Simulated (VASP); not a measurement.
Crystal: NiMoIrPdW.

```xyz
5
Lattice="2.7676 0.0000 0.0000 -1.3838 2.3968 0.0000 0.0000 0.0000 11.0225" Properties=species:S:1:pos:R:3 pbc="T T T"
Ni    0.0000    1.5979    6.5824
Mo    0.0000    0.0000    4.5274
Pd    1.3838    0.7989    8.7633
Ir    1.3838    0.7989    2.2020
W     0.0000    1.5979   10.9914
```

The cell was built by a generator and needn't be a form met in nature.

Base run:

```yaml
Program: VASP 6.6.1
Functional: PBE
Potentials_or_basis: VASP PAW PBE potentials, release 64 (Ni, Mo_sv, Pd, Ir, W_sv)
Cutoff: 520 eV
k_mesh: 12 × 12 × 4
Occupations: gaussian, width 0.1 eV
Spin: collinear spin, ferromagnetic start
Starting_moments: "[1.0, 1.0, 0.0, 0.6, 0.0] μB"
```

Its results: net moment 0.00 μB per cell.

The run is repeated on the same cell with these changes: functional from PBE to r2SCAN; further incar settings from ALGO = Normal; EDIFF = 1e-07 to ALGO = Normal; EDIFF = 1e-06; NBANDS = 40. What comes out?

Net moment 0.44 μB per cell; site moments Ni +0.36; Mo +0.05; Pd +0.03; Ir -0.01; W +0.01 μB.

Not every run made on this cell is shown here.
